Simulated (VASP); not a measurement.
These are LDA (Ceperley-Alder, Perdew-Zunger), VASP's LDA PAW potentials (set 64) (plane waves; VASP 6.6.1) values and carry that method's errors.

A VASP calculation is set up with these files.

### INCAR
```
SYSTEM  =  Si atom
PREC  =  Normal; ENCUT  =  520; LREAL  =  F
LASPH  =  T; ISYM  =  0
EDIFF  =  1E-6; NELM  =  100; ALGO  =  Normal
ISMEAR  =  0; SIGMA  =  0.01
ISPIN  =  2; MAGMOM  =  2; NUPDOWN  =  2
LWAVE  =  T; LCHARG  =  F; LORBIT  =  10
```

### POSCAR
```
Si atom
1.0
 12.0000000000   0.0000000000   0.0000000000
  0.0000000000  12.5000000000   0.0000000000
  0.0000000000   0.0000000000  13.0000000000
Si
1
direct
  0.0000000000   0.0000000000   0.0000000000
```

**KPOINTS**
```
Automatic mesh
0
Gamma
1 1 1
0 0 0
```

POTCAR, in this order: Si (LDA.64 set). Program: vasp_gam.

Output

File OUTCAR:
```
 ion  position               nearest neighbor table
   1  0.000  0.000  0.000-
 Subroutine IBZKPT returns following result:
 Found      1 irreducible k-points:

 Following reciprocal coordinates:
            Coordinates               Weight
  0.000000  0.000000  0.000000      1.000000
   k-points           NKPTS =      1   k-points in BZ     NKDIM =      1   number of bands    NBANDS=      7
   number of dos      NEDOS =    301   number of ions     NIONS =      1
   total plane-waves  NPLWV = 392000
   dimension x,y,z NGX =    70 NGY =   70 NGZ =   80
   dimension x,y,z NGXF=   140 NGYF=  140 NGZF=  160
   ions per type =               1
   PREC   = normal    normal or accurate (medium, high low for compatibility)
   ISTART =      0    job   : 0-new  1-cont  2-samecut
   ICHARG =      2    charge: 1-file 2-atom 10-const
   ISPIN  =      2    spin polarized calculation?
   LNONCOLLINEAR =      F non collinear calculations
   LSORBIT =      F    spin-orbit coupling
   INIWAV =      1    electr: 0-lowe 1-rand  2-diag
   ENCUT  =  520.0 eV  38.22 Ry    6.18 a.u.  22.31 23.24 24.17*2*pi/ulx,y,z
   NELM   =    100;   NELMIN=  2; NELMDL= -5     # of ELM steps
   EDIFF  = 0.1E-05   stopping-criterion for ELM
   LREAL  =      F    real-space projection
   NLSPLINE    = F    spline interpolate recip. space projectors
   LMAXMIX     =    2 max onsite mixed and CHGCAR
   VOSKOWN=      0    Vosko Wilk Nusair interpolation
   EDIFFG = 0.1E-04   stopping-criterion for IOM
   NSW    =      0    number of steps for IOM
   NBLOCK =      1;   KBLOCK =      1    inner block; outer block
   IBRION =     -1    ionic relax: 0-MD 1-quasi-New 2-CG
   NFREE  =      0    steps in history (QN), initial steepest desc. (CG)
   ISIF   =      2    stress and relaxation
   ISYM   =      0    0-nonsym 1-usesym 2-fastsym
   TEIN   =    0.0    initial temperature
   TEBEG  =    0.0;   TEEND  =   0.0 temperature during run
   SMASS  =  -3.00    Nose mass-parameter (am)
   PSTRESS=    0.0 pullay stress
   NELECT =       4.0000    total number of electrons
...
```

### OSZICAR
```
       N       E                     dE             d eps       ncg     rms          rms(c)
DAV:   1     0.121176812124E+02    0.12118E+02   -0.41222E+02    28   0.182E+02
DAV:   2     0.268783423339E+01   -0.94298E+01   -0.94298E+01    56   0.233E+01
DAV:   3    -0.536875349006E+00   -0.32247E+01   -0.32247E+01    42   0.154E+01
DAV:   4    -0.590273717873E+00   -0.53398E-01   -0.46536E-01    28   0.273E+00
DAV:   5    -0.591686947751E+00   -0.14132E-02   -0.13856E-02    56   0.551E-01    0.872E-01
DAV:   6    -0.615544844125E+00   -0.23858E-01   -0.54905E-02    42   0.953E-01    0.298E-01
DAV:   7    -0.619725020308E+00   -0.41802E-02   -0.25742E-03    42   0.235E-01    0.892E-01
DAV:   8    -0.618868317484E+00    0.85670E-03   -0.13872E-04    56   0.420E-02    0.403E-01
DAV:   9    -0.619760853726E+00   -0.89254E-03   -0.68460E-03    42   0.657E-02    0.812E-01
DAV:  10    -0.618912392021E+00    0.84846E-03   -0.57080E-04    56   0.658E-02    0.929E-02
DAV:  11    -0.618932275366E+00   -0.19883E-04   -0.90341E-05    49   0.363E-02    0.665E-02
DAV:  12    -0.619055147016E+00   -0.12287E-03   -0.49557E-05    56   0.248E-02    0.104E-01
DAV:  13    -0.619086012836E+00   -0.30866E-04   -0.17963E-05    49   0.466E-03    0.136E-01
DAV:  14    -0.619136195908E+00   -0.50183E-04   -0.86941E-05    56   0.945E-03    0.151E-01
DAV:  15    -0.619198655445E+00   -0.62460E-04   -0.14245E-05    49   0.961E-03    0.217E-01
DAV:  16    -0.619197810312E+00    0.84513E-06   -0.10132E-05    56   0.271E-03    0.215E-01
DAV:  17    -0.619197879855E+00   -0.69542E-07   -0.37051E-09    56   0.347E-04
   1 F= -.61919788E+00 E0= -.61536202E+00  d E =-.767171E-02  mag=     2.0000
```

**OUTCAR**
```
------------------------ aborting loop because EDIFF is reached ----------------------------------------
  FORCE on cell =-STRESS in cart. coord.  units (eV):
  Direction    XX          YY          ZZ          XY          YZ          ZX
  --------------------------------------------------------------------------------------
  Total        0.0704272      0.0247661     -0.0696342      0.0000189      0.0013203      0.0000391
  in kB        0.0578651      0.0203486     -0.0572135      0.0000156      0.0010848      0.0000321
  external PRESSURE =       0.0070000 kB  Pullay stress =       0.0000000 kB
  volume of cell :     1950.00
      direct lattice vectors                 reciprocal lattice vectors
    12.000000000  0.000000000  0.000000000     0.083333333  0.000000000  0.000000000
     0.000000000 12.500000000  0.000000000     0.000000000  0.080000000  0.000000000
     0.000000000  0.000000000 13.000000000     0.000000000  0.000000000  0.076923077
 POSITION                                       TOTAL-FORCE (eV/Angst)
 -----------------------------------------------------------------------------------
      0.00000      0.00000      0.00000         0.000001     -0.000001     -0.000000
 -----------------------------------------------------------------------------------
    total drift:                                0.000001     -0.000001     -0.000000
  FREE ENERGIE OF THE ION-ELECTRON SYSTEM (eV)
  ---------------------------------------------------
  free  energy   TOTEN  =        -0.6191978799 eV

  energy  without entropy=       -0.6115261677  energy(sigma->0) =       -0.61536202

 total charge

# of ion       s       p       d       tot
------------------------------------------
    1        0.950   0.573   0.000   1.523

 magnetization (x)

# of ion       s       p       d       tot
------------------------------------------
    1        0.008   0.573   0.000   0.581
```
(Selected blocks of OUTCAR.)

The atom may not be in its lowest state.

The cell is a free atom in a box.
